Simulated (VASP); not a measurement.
Data:

```xyz
3
Lattice="0.0000 2.1764 2.1764 2.1764 0.0000 2.1764 2.1764 2.1764 0.0000" Properties=species:S:1:pos:R:3 pbc="T T T"
Be     1.0882     1.0882     1.0882
Be     3.2646     3.2646     3.2646
C      0.0000     0.0000     0.0000
```

These are vdW-DF2, VASP's PBE PAW potentials (set 64) (plane waves; VASP 6.6.1) values and carry that method's errors. Run with 520 eV cut-off, 10×10×10 Γ-centred mesh, tetrahedra with Blöchl corrections, potentials Be C.

Predict the energy per atom (σ→0), band gap (on the k-mesh) with the smallest direct gap where there is one.

The band gap (on the k-mesh) is 1.78 eV. The smallest direct gap (on the k-mesh) comes out as 4.21 eV and the energy per atom (σ→0) is -4.732 eV/atom.

The compound is Be2C in the antifluorite structure. It was relaxed first.
